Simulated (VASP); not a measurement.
Input:

```
Si
1.0
    0.00000     2.56890     2.56890
    2.56890     0.00000     2.56890
    2.56890     2.56890     0.00000
Si
2
Direct
  0.00000   0.00000   0.00000
  0.25000   0.25000   0.25000
```

Method: LDA (Ceperley-Alder, Perdew-Zunger), VASP's LDA PAW potentials (set 64) (plane waves; VASP 6.6.1). Settings: 500 eV cut-off, 9×9×9 Γ-centred mesh, Gaussian smearing of 0.050 eV, potentials Si.

Energy and stress use the plane-wave basis of the starting cell.

Q: The ions, cell shape and volume at an external pressure of 30.0 GPa are relaxed. What does this cell relax into?

A: 
```
Si
1.0
    0.00000     2.52391     2.52391
    2.52391     0.00000     2.52391
    2.52391     2.52391     0.00000
Si
2
Cartesian
  0.00000   2.52391   2.52391
  1.26195   1.26195   1.26195
```
Space group Fd-3m (227), at a tolerance of 0.03 Å.

Q: How do energy and volume change from the first to the last step?

A: The energy (σ→0) changes by +135.4 meV/atom and the volume by -5.2 %, in 4 ionic steps.

The compound is Si in the diamond structure. This run relaxes it under an external pressure of 30 GPa. Symmetry was kept, so distortions that lower it aren't found.
